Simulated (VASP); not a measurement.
Given:

```
CELL_PARAMETERS angstrom
      0.00000     2.78265     2.78265
      2.78265     0.00000     2.78265
      2.78265     2.78265     0.00000
ATOMIC_POSITIONS crystal
  Pt 0.00000 0.00000 0.00000
  As 0.25000 0.25000 0.25000
```

The numbers are results of r2SCAN meta-GGA, VASP's PBE PAW potentials (set 64) (plane waves; VASP), not measurements. Settings: 400 eV cut-off, 13×13×13 Γ-centred mesh, tetrahedra with Blöchl corrections, potentials Pt As.

Unless said otherwise, spin-orbit coupling is left out, though it shifts the bands of the heavy elements here.

Task: Estimate the energy per atom (σ→0), band gap (over mesh and band path) with the smallest direct gap where there is one.

Result: 
band gap (over mesh and band path): none (metal, semimetal or under 0.01 eV)
energy per atom (σ→0): -33.282 eV/atom

Total energies compare only between runs with the same potentials, cut-off and functional.

The structure was generated: PtAs was put into the zinc blende type (F-43m), which need not be its known phase. It was relaxed first, which changed the volume by -16 %. The electron count is odd and the run is not spin-polarised, which forces a metal.
